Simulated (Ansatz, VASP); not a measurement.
**Cross-check of Al2Ru (Al2Ru (Fddd)) between VASP and Ansatz**

One calculation is typed for both programs; each brings its own data sets. How far apart do they land? The cell is taken from a series of runs on this material, whose earlier steps may have relaxed, scaled, displaced or heated it; both programs get it as it stands.

Method: plane waves, with VASP 6.6.1 beside it; r2SCAN, in Ansatz 0.2.0.

## 1. The starting structure

Symmetry: Fddd, No. 70, orthorhombic system. Conventional cell: a = 4.705 Å, b = 7.980 Å, c = 8.783 Å, α = 90.00°, β = 90.00°, γ = 90.00°. Al has 5 Ru at 2.57 to 2.72 Å and 5 Al at 2.60 to 2.73 Å nearest. Nearest to Ru lie 10 Al at 2.57 to 2.72 Å. Farther neighbours are not listed.

## 2. Ansatz: relaxation of cell and atoms, r2SCAN

Ansatz runs on its PAW soft_1 files.

The relaxed volume is the usual yardstick between codes: in a stiff, nearly cubic crystal its relative difference is about their pressure difference at one cell divided by the bulk modulus.

input.yaml

```yaml
crystal:
  lattice:
    - [0.0, 3.9898375, 4.3915251]
    - [2.3524747, 0.0, 4.3915251]
    - [2.3524747, 3.9898375, 0.0]
  atoms:
    - { symbol: Al, position: [0.07906103, 0.42093897, 0.07906103] }
    - { symbol: Al, position: [0.42093897, 0.07906103, 0.42093897] }
    - { symbol: Al, position: [0.17093897, 0.82906103, 0.17093897] }
    - { symbol: Al, position: [0.82906103, 0.17093897, 0.82906103] }
    - { symbol: Ru, position: [0.75, 0.75, 0.75] }
    - { symbol: Ru, position: [0.5, 0.5, 0.5] }
basis:
  ecutwfc: 500
  xc_grid: 2
hamiltonian:
  xc: r2scan
  pseudopotentials: { kind: paw, azcp: { folder: soft_1 } }
kpoints:
  mp_grid: { grid: [11, 11, 11] }
scf:
  occupations: { method: fermi_dirac, width: 0.05 }
  max_iter: 150
output:
  forces: true
  stress: true
relax:
  f_tol: 0.01
  max_steps: 60
  cell: {}
checkpoint:
  write: "../r2scan.run"
  compress: false
  write_wavefunctions: false
  write_every: 100000
```

Started as:

```bash
> ansatz run input.yaml --threads 4 --pin off --max-ram 6594MiB --backend cpu --events-out ev --progress --plain --runs-dir out
```

Numbers of over 12 decimals in the logs are rounded to 6 here.

Log:

```text
Engine: ansatz 0.2.0, aarch64-unknown-linux-gnu
Pseudopotentials: kind: paw
Pseudopotential: Al, paw, valence charge 3, recommended cutoff 500 eV (meta_gga), soft_1/Al.paw.azcp
Pseudopotential: Ru, paw, valence charge 16, recommended cutoff 500 eV (meta_gga), soft_1/Ru.paw.azcp
Functional definition: r2SCAN
  parameter k0 = 0.174
  parameter k1 = 0.065
  parameter a1 = 4.9479
  exchange = r2scan_x(k0 = k0, k1 = k1, a1 = a1)
  correlation = r2scan_c
Crystal: 6 atoms, lattice volume = 82.438 Å³
Basis set: ecut = 500 eV, 2075 PW (Γ), exchange–correlation on 90×80×72 points (8 copies of the dense FFT grid, shifted against one another)
Bands: 28, of which v1, the nominal top of the filled ones, is band 22 counted from 1 (21 counted from 0)
Symmetry: 8 space group operations
Space group: Fddd (ITA 70), of the structure as read, at distance tolerance 4.4e-5 Å
k-points: 216 of 1331
Non-local potential: Al, projectors of the file, l = 0: 2, l = 1: 2, l = 2: 1
Non-local potential: Ru, projectors of the file, l = 0: 3, l = 1: 2, l = 2: 2, l = 3: 1
PAW form: soft (Blöchl's): semilocal exchange-correlation on the pseudo side does not see the compensation charge
PAW frozen core: Al, regenerated for the run's functional (the file was generated under x = pbe(κ = 0.804, μ = 0.219515), c = pbe(β = 0.066725))
PAW frozen core: Ru, regenerated for the run's functional (the file was generated under x = pbe(κ = 0.804, μ = 0.219515), c = pbe(β = 0.066725))
PAW one-centre angular grid: Al, 302 points (default); XC on 160 Gauss nodes
PAW one-centre angular grid: Ru, 590 points (default); XC on 160 Gauss nodes
Initial density: superposition of atomic densities (chi_scale 0.1, normalization cell, long waves kept (reshape's long-wave potential 0.00 eV rms))
Initial wavefunctions: pseudopotential atomic-orbital guess
Functional: x = r2scan, c = r2scan; τ floored in thin density (d = 2e-4 eV/Å³)
SCF iter   1: F=—  HF=-13949.936558 eV  |F-HF|=—  |Δ(HF+E_count)|=         —  Δρ=1.11e-1  dr2=1.36e1  dr2_τ=4.67e-1  ethr=3.10e-3  ⟨swp⟩=6.9  Hψ=28494  notcnv=0
preconditioner: auto → none  [insulator: Δε(μ)=1.296 eV  Ē_g=7.023 eV  σ=0.050 eV  W_gap=1.00  n_scr=16 (ndim 8)  ℏωp=21.6 eV  f_vac=0.000  D(μ)=0.00/eV (n_scr^D=0)  ε∞_Penn≈10.5]
SCF iter   2: F=—  HF=-13953.264219 eV  |F-HF|=—  |Δ(HF+E_count)|=    3.33e0  Δρ=1.49e-1  dr2=3.22e1  dr2_τ=3.13e0  ethr=3.10e-3  ⟨swp⟩=4.0  Hψ=18049  notcnv=0  defer=140  recentre
SCF iter   3: F=—  HF=-13947.838243 eV  |F-HF|=—  |Δ(HF+E_count)|=    5.43e0  Δρ=3.01e-2  dr2=6.58e-1  dr2_τ=1.66e-2  ethr=3.10e-3  ⟨swp⟩=3.0  Hψ=14856  notcnv=0  defer=175
SCF iter   4: F=—  HF=-13947.776609 eV  |F-HF|=—  |Δ(HF+E_count)|=   6.16e-2  Δρ=7.03e-3  dr2=3.10e-2  dr2_τ=3.93e-3  ethr=1.50e-3  ⟨swp⟩=3.0  Hψ=13161  notcnv=0  defer=130
SCF iter   5: F=—  HF=-13947.767139 eV  |F-HF|=—  |Δ(HF+E_count)|=   9.47e-3  Δρ=1.68e-3  dr2=1.34e-3  dr2_τ=1.21e-4  ethr=7.04e-5  ⟨swp⟩=2.8  Hψ=11276  notcnv=0  defer=130
SCF iter   6: F=—  HF=-13947.766819 eV  |F-HF|=—  |Δ(HF+E_count)|=   3.20e-4  Δρ=3.09e-4  dr2=4.79e-5  dr2_τ=3.01e-6  ethr=3.04e-6  ⟨swp⟩=2.9  Hψ=11371  notcnv=0  defer=130
SCF iter   7: F=—  HF=-13947.766809 eV  |F-HF|=—  |Δ(HF+E_count)|=   1.03e-5  Δρ=2.50e-5  dr2=3.89e-7  dr2_τ=5.90e-8  ethr=1.09e-7  ⟨swp⟩=2.0  Hψ=10089  notcnv=0  defer=130
SCF iter   8: F=-13947.766809 eV  HF=-13947.766809 eV  |F-HF|=6.29e-10  |Δ(HF+E_count)|=   1.17e-7  Δρ=4.38e-6  dr2=5.30e-9  dr2_τ=8.15e-10  ethr=2.27e-10  ⟨swp⟩=4.0  Hψ=21178  notcnv=0
SCF 1 converged in 8 iterations: F = -13947.766809 eV  dr2 = 5.30e-9
  greatest PAW one-centre occupation: 0.999 electrons in one spin orbital (limit 2), on the Ru atom at site 5 (counted from 0), in its partial waves of l = 0
relax step   1: F+E_penalty+E_count = -13947.76680853 eV  Δ(F+E_penalty+E_count) = +0.000e0 eV  max|allowed force component| = 1.463e-3 eV/Å  Δτ_max = 0.0000 Å  P = +0.015 GPa  Ω = 82.438 Å³  (8 SCF iters, dr2 threshold 1.00e-7 eV, accepted)
[...]
relax step   2: F+E_penalty+E_count = -13947.76681227 eV  Δ(F+E_penalty+E_count) = -3.736e-6 eV  max|allowed force component| = 2.135e-3 eV/Å  Δτ_max = 0.0001 Å  P = -0.005 GPa  Ω = 82.445 Å³  energy of the carried Pulay correction = -1.262e-6 eV  (4 SCF iters, dr2 threshold 1.16e-8 eV, accepted)
[...]
relax step   3: F+E_penalty+E_count = -13947.76681330 eV  Δ(F+E_penalty+E_count) = -1.031e-6 eV  max|allowed force component| = 2.140e-3 eV/Å  Δτ_max = 0.0000 Å  P = -0.005 GPa  Ω = 82.445 Å³  stress off target by 2.26e-2 GPa  SCF on the basis re-selected at this cell (its energy is not comparable with the rows above)  (4 SCF iters)
basis re-selected at this cell: Δ(F+E_penalty+E_count) = -1.031e-6 eV, ΔP = -0.000 GPa vs the last step (what re-selecting the basis moved, of the pressure what is left beyond the Pulay correction that the steps carried, after the strain that the cell walked since its last selection, with what the two solves' SCF thresholds leave and, on support functions, any second-order correction that the steps lacked; it is no m [...]
SCF converged after 4 iterations
Free energy (F): -13947.766813 eV
Harris-Foulkes:  -13947.766813 eV  (|F-HF|=1.09e-11)
Internal energy: -13947.766459 eV  (E = F + TS)
E sigma→0 (E₀):  -13947.766636 eV
Entropy (-TS):   -0.000355 eV (-0.059 meV/atom)
Fermi energy:    14.045790 eV
--- Per-component energies (eV) ---
  E_band       = -324.315329
  E_kinetic    = 1024.014504
  E_local      = -4230.244870  (includes V_loc(G=0)·N_el)
  E_nonlocal   = 866.872951
  E_hartree    = 1597.409140
  E_xc         = -472.714156
  E_vxc        = -613.588869  (∫ρ·V_xc dr)
  E_paw        = -8942.522142  (= ΣΔE_a)
  E_vpaw       = -607.039222  (= ΣTr[D̂ρ^β])
  E_aug_tail   = 0.001218  (compensation charges beyond the density's cutoff)
  E_vtau       = 40.850803  (kinetic-family band-sum trace: ∫τ·v_τ [+ j·A + Jᵃ·Aᵃ] dr)
  E_ewald      = -3789.720767
  E_core_change = -0.862337  (= ΣΔE_core)
  E_smearing   = -0.000355  (= −TS)
  E_closure    = 0.000000  (closes the sum)
  Σ components = -13947.766813   (vs F -13947.766813, Δ=0.00e0)
--- Forces (eV/Å), atoms counted from 1 ---
  atom   1  Al     0.00000000    -0.00213980     0.00000000
  atom   2  Al     0.00000000     0.00213980     0.00000000
  atom   3  Al     0.00000000     0.00213980     0.00000000
  atom   4  Al     0.00000000    -0.00213980     0.00000000
  atom   5  Ru     0.00000000     0.00000000     0.00000000
  atom   6  Ru    -0.00000000     0.00000000     0.00000000
  max |Σ_I F_I| component: 6.94e-18 eV/Å
--- Stress (GPa, compression-positive) ---
       -0.022558       0.000000       0.000000
        0.000000       0.004466       0.000000
        0.000000       0.000000       0.004405
  P = ⅓ Tr σ = -0.0046 GPa (-0.046 kbar)
--- Relaxed structure (2 steps of the walk, 2 accepted, 1 SCFs on fresh bases) ---
  F+E_penalty+E_count = -13947.76681330 eV   max|allowed force component| = 2.140e-3 eV/Å   (the final SCF, on the basis selected at the relaxed cell)
  cell:  # Å, volume = 82.4451 Å³
    - [0.0, 3.989167, 4.391440]
    - [2.353130, 0.0, 4.391440]
    - [2.353130, 3.989167, 0.0]
  atoms:
    - { symbol: Al, position: [0.079052, 0.420948, 0.079052] }
    - { symbol: Al, position: [0.420948, 0.079052, 0.420948] }
    - { symbol: Al, position: [0.170948, 0.829052, 0.170948] }
    - { symbol: Al, position: [0.829052, 0.170948, 0.829052] }
    - { symbol: Ru, position: [0.750000, 0.750000, 0.75] }
    - { symbol: Ru, position: [0.5, 0.5, 0.5] }
```

The column dr2 measures how far the density is from self-consistency, as an energy; F and HF (Harris–Foulkes) agree once it is small.

(Continued in part 2 of 2.)

[Lines on the potential files, build, host, timing and source positions are cut from VASP's logs without a mark.]

[Logs are printed without paths, hosts, clocks, repeated set-up lines and the standing remarks that a program may print on its own settings, such as how far it seeks lower states.]

[Hosts, paths, dates, database ids (printed as entryN), source tags and the programs' standing remarks are cut or masked in the printed files.]
